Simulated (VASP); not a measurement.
Input:

```
CELL_PARAMETERS angstrom
      4.03034     0.00000     0.00000
     -2.01517     3.49037     0.00000
      0.00000     0.00000     6.42362
ATOMIC_POSITIONS crystal
  Mg 0.66667 0.33333 0.00380
  Mg 0.33333 0.66667 0.50380
  S  0.66667 0.33333 0.62140
  S  0.33333 0.66667 0.12140
```

Method: r2SCAN meta-GGA, VASP's PBE PAW potentials (set 64) (plane waves; VASP). Run with 400 eV cut-off, 7×7×4 Γ-centred mesh, tetrahedra with Blöchl corrections, potentials Mg S.

Q: Estimate the energy per atom (σ→0), band gap (over mesh and band path) with the smallest direct gap where there is one.

A: 
```json
{
  "band gap (over mesh and band path)": "4.13 eV",
  "smallest direct gap (over mesh and band path)": "4.13 eV",
  "energy per atom (σ→0)": "-7.734 eV/atom"
}
```

Only differences to runs with the same potentials and settings are physical.

The structure was generated: MgS was put into the wurtzite type (P6_3mc), which need not be its known phase. It was relaxed first.
